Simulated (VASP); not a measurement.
An input for Quantum ESPRESSO's pw.x (written as the equivalent of a VASP run, and not itself run):

```
&CONTROL
  calculation = 'vc-relax'
  pseudo_dir = './pseudo'
  outdir = './out'
  tprnfor = .true.
  tstress = .true.
  nstep = 60
  forc_conv_thr = 0.00039
/
&SYSTEM
  ibrav = 0
  nat = 2
  ntyp = 1
  ecutwfc = 58
  occupations = 'smearing'
  smearing = 'methfessel-paxton'
  degauss = 0.00735
  input_dft = 'vdw-df2'
/
&ELECTRONS
  conv_thr = 7.3e-08
  electron_maxstep = 100
/
&IONS
/
&CELL
/
ATOMIC_SPECIES
  Hf 178.490 Hf.upf
CELL_PARAMETERS angstrom
     1.5950000   -2.7626210    0.0000000
     1.5950000    2.7626210    0.0000000
     0.0000000    0.0000000    5.0500000
ATOMIC_POSITIONS crystal
  Hf   0.3333330  0.6666670  0.2500000
  Hf   0.6666670  0.3333330  0.7500000
K_POINTS automatic
  12 12 7 0 0 0
```

Task: Translate this input to VASP (INCAR, KPOINTS, POSCAR, choice of POTCAR).

Result: Several could match; the one computed here: 
File POSCAR:
```
Hf
1.0
  1.5950000000  -2.7626210000   0.0000000000
  1.5950000000   2.7626210000   0.0000000000
  0.0000000000   0.0000000000   5.0500000000
Hf
2
Cart
  1.5950000000   0.9208755084   1.2625000000
  1.5950000000  -0.9208755084   3.7875000000
```

**INCAR**
```
# general
SYSTEM   = Hf
PREC     = Accurate
ENCUT    = 520
LREAL    = .False.
LASPH    = .True.

# electronic loop
EDIFF    = 1E-6
NELM     = 100
ALGO     = Normal
LMAXMIX  = 6

# smearing
ISMEAR   = 1
SIGMA    = 0.1

# functional
GGA      = ML
LUSE_VDW = .True.
AGGAC    = 0.0
ZAB_VDW  = -1.8867

# ions
IBRION   = 2
NSW      = 60
ISIF     = 3
EDIFFG   = -0.01

# output
LWAVE    = .False.
LCHARG   = .False.
```

**KPOINTS**
```
Automatic mesh
0
Gamma
12 12 7
0 0 0
```

POTCAR, in this order: Hf_pv (PBE.64 set). Program: vasp_std.

Limits of the translation: the potentials are each code's own (VASP's PAW set, PseudoDojo norm-conserving files in pw.x), so ENCUT and ecutwfc are chosen apart and not converted; conv_thr bounds pw.x's estimated SCF error, while EDIFF bounds the energy change between steps; forc_conv_thr acts on force components and is met together with etot_conv_thr.

The compound is Hf in the hcp structure. This run relaxes it. Symmetry was kept, so distortions that lower it aren't found.
